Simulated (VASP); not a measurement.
Given:

```
CELL_PARAMETERS angstrom
      1.23308    -2.13575     0.00000
      1.23308     2.13575     0.00000
      0.00000     0.00000     6.62867
ATOMIC_POSITIONS crystal
  C  0.00000 0.00000 0.25000
  C  0.00000 0.00000 0.75000
  C  0.33333 0.66667 0.25000
  C  0.66667 0.33333 0.75000
```

Method: rev-vdW-DF2, VASP's PBE PAW potentials (set 64) (plane waves; VASP). Run with 520 eV cut-off, 11×11×4 Γ-centred mesh, tetrahedra with Blöchl corrections, potentials C.

The cores are frozen, which limits the accuracy of field gradients.

Give the principal components of the electric field gradient (V/Å²) and the asymmetry η at each nucleus.

```
atom    Vxx    Vyy   Vzz     η
----  -----  -----  ----  ----
C1    -16.8  -16.8  33.5  0.00
C2    -16.8  -16.8  33.5  0.00
C3    -15.6  -15.6  31.3  0.00
C4    -15.6  -15.6  31.3  0.00
```

The compound is C in the graphite structure. It was relaxed first.
